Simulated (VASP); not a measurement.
OSZICAR of a VASP run on ZnSe (zinc blende):

File OSZICAR:
```
       N       E                     dE             d eps       ncg     rms          rms(c)
DAV:   1     0.719343788549E+02    0.71934E+02   -0.84202E+03   910   0.149E+03
DAV:   2    -0.113963553313E+02   -0.83331E+02   -0.80085E+02   965   0.265E+02
DAV:   3    -0.167299989114E+02   -0.53336E+01   -0.53042E+01  1125   0.674E+01
DAV:   4    -0.167765406485E+02   -0.46542E-01   -0.46529E-01   995   0.664E+00
DAV:   5    -0.167767415866E+02   -0.20094E-03   -0.20093E-03  1085   0.449E-01    0.640E+00
DAV:   6    -0.827378412690E+01    0.85030E+01   -0.71740E+00   910   0.831E+01    0.529E+00
DAV:   7    -0.840235007060E+01   -0.12857E+00   -0.11785E+00   930   0.199E+01    0.270E+00
DAV:   8    -0.840330299084E+01   -0.95292E-03   -0.43459E-01   910   0.134E+01    0.914E-01
DAV:   9    -0.862137702632E+01   -0.21807E+00   -0.33099E-01   910   0.741E+00    0.340E-01
DAV:  10    -0.845312080118E+01    0.16826E+00   -0.21190E-01   910   0.522E+00    0.115E-01
DAV:  11    -0.845443442352E+01   -0.13136E-02   -0.12642E-02   965   0.125E+00    0.816E-02
DAV:  12    -0.845491157053E+01   -0.47715E-03   -0.34826E-04  1035   0.191E-01    0.918E-02
DAV:  13    -0.845584649507E+01   -0.93492E-03   -0.72340E-04   910   0.399E-01    0.489E-02
DAV:  14    -0.845590073460E+01   -0.54240E-04   -0.31886E-04  1005   0.266E-01    0.346E-02
DAV:  15    -0.845619035338E+01   -0.28962E-03   -0.12481E-04   910   0.171E-01    0.267E-02
DAV:  16    -0.845623044360E+01   -0.40090E-04   -0.53557E-05   910   0.914E-02    0.701E-03
DAV:  17    -0.845623121898E+01   -0.77537E-06   -0.73837E-07  1100   0.116E-02    0.768E-03
DAV:  18    -0.845624698012E+01   -0.15761E-04   -0.13035E-05   910   0.405E-02    0.426E-03
DAV:  19    -0.845625447172E+01   -0.74916E-05   -0.42696E-06  1030   0.143E-02    0.390E-03
DAV:  20    -0.845625416757E+01    0.30415E-06   -0.17440E-07   802   0.610E-03    0.316E-03
DAV:  21    -0.845625253449E+01    0.16331E-05   -0.10583E-06   915   0.983E-03    0.818E-04
DAV:  22    -0.845625299990E+01   -0.46542E-06   -0.67846E-08   665   0.338E-03    0.692E-04
DAV:  23    -0.845625314913E+01   -0.14923E-06   -0.82060E-09   480   0.102E-03    0.620E-04
DAV:  24    -0.845625316668E+01   -0.17547E-07   -0.23883E-09   485   0.582E-04
   1 F= -.84562532E+01 E0= -.84562532E+01  d E =0.000000E+00
       N       E                     dE             ncg
       N       E                     dE             ncg
```

Which electronic solver shows in the log?

It is blocked Davidson (ALGO = Normal, or the opening steps of other solvers). The INCAR had ALGO = Normal.

Can the final energy be trusted as converged?

The calculation finished and met its thresholds. It stopped with EDIFF = 1E-7, NELM = 100 (MS2 meta-GGA, plane waves, VASP's PBE PAW potentials (set 64)).

The compound is ZnSe in the zinc blende structure. It was relaxed first.
